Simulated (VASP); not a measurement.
Input:

```xyz
4
Lattice="3.3223 0.0000 0.0000 -1.6611 2.8772 0.0000 0.0000 0.0000 7.7878" Properties=species:S:1:pos:R:3 pbc="T T T"
Ta     0.0000     1.9181     0.2586
Ta     1.6611     0.9591     4.1525
P      0.0000     1.9181     2.6618
P      1.6611     0.9591     6.5557
```

Level of theory: PBEsol GGA, VASP's PBE PAW potentials (set 64) (plane waves; VASP 6.6.1). Run with 400 eV cut-off, 12×12×5 Γ-centred mesh, tetrahedra with Blöchl corrections, potentials Ta_pv P.

The cores are frozen, which limits the accuracy of field gradients.

Give the principal components of the electric field gradient (V/Å²) and the asymmetry η at each nucleus.

| atom | Vxx | Vyy | Vzz | η |
|---|---|---|---|---|
| Ta1 | 51.2 | 51.2 | -102.4 | 0.00 |
| Ta2 | 51.2 | 51.2 | -102.4 | 0.00 |
| P3 | 19.3 | 19.3 | -38.7 | 0.00 |
| P4 | 19.3 | 19.3 | -38.7 | 0.00 |

The structure was generated: TaP was put into the wurtzite type (P6_3mc), which need not be its known phase. It was relaxed first, which changed the volume by -43 %.
